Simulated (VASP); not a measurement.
SiC (relaxed from the CsCl type structure, space group Pm-3m): computed properties

Computed with PBEsol GGA, VASP's PBE PAW potentials (set 64) (plane waves; VASP).

- space group = Pm-3m (221)
- cell = a = b = c = 2.623 Å, α = β = γ = 90.00°
- volume per atom = 9.02 Å^3/atom
- band gap (over mesh and band path) = none (metal, semimetal or under 0.01 eV)
- density = 3.69 g/cm³

```
CELL_PARAMETERS angstrom
      2.62267     0.00000     0.00000
      0.00000     2.62267     0.00000
      0.00000     0.00000     2.62267
ATOMIC_POSITIONS crystal
  Si 0.00000 0.00000 0.00000
  C  0.50000 0.50000 0.50000
```

The structure was generated: SiC was put into the CsCl type type (Pm-3m), which need not be its known phase. It was relaxed first, which changed the volume by +26 %. Symmetry was kept, so distortions that lower it aren't found.
